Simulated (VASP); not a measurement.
Input of a VASP 6.6.1 run:

Contents of INCAR:

```
SYSTEM = RuF2
PREC = Accurate
ENCUT = 520
EDIFF = 1E-6
ISMEAR = 0
SIGMA = 0.05
LREAL = .FALSE.
LASPH = .TRUE.
NELM = 80
ALGO = Fast
ISIF = 2
LWAVE = .FALSE.
LCHARG = .FALSE.
ISPIN = 2
MAGMOM = 1 0 0
LORBIT = 11
LMAXMIX = 4
LDAU = .TRUE.
LDAUTYPE = 2
LDAUL = 2 -1
LDAUU = 4 0
LDAUJ = 0 0
LDAUPRINT = 1
GGA = PE
```

The input KPOINTS:

```
Automatic mesh
0
G
  7 7 7
  0 0 0
```

Contents of POSCAR:

```
RuF2
1.0
    0.0000000000      2.4087449400      2.4087449400
    2.4087449400      0.0000000000      2.4087449400
    2.4087449400      2.4087449400      0.0000000000
Ru F
1 2
Direct
    0.0000000000      0.0000000000      0.0000000000
    0.2500000000      0.2500000000      0.2500000000
    0.7500000000      0.7500000000      0.7500000000
```

Potentials or basis: VASP PAW PBE potentials, release 64 (Ru_pv, F).

Run with:

```sh
$ cat potpaw_PBE.64/Ru_pv/POTCAR potpaw_PBE.64/F/POTCAR > POTCAR
$ mpirun -np 1 vasp_std > vasp.out
```

(1) What does it give for the site moments?

(2) Estimate the net moment.

(3) Predict the pressure.

Answers

(1) Ru +1.88; F +0.03 μB.

(2) 2.00 μB per cell.

(3) 71.9 GPa.

Caveat: a pressure of tens of GPa on the cell as given is suspect, and the run, the potentials or the cell itself is likely at fault.
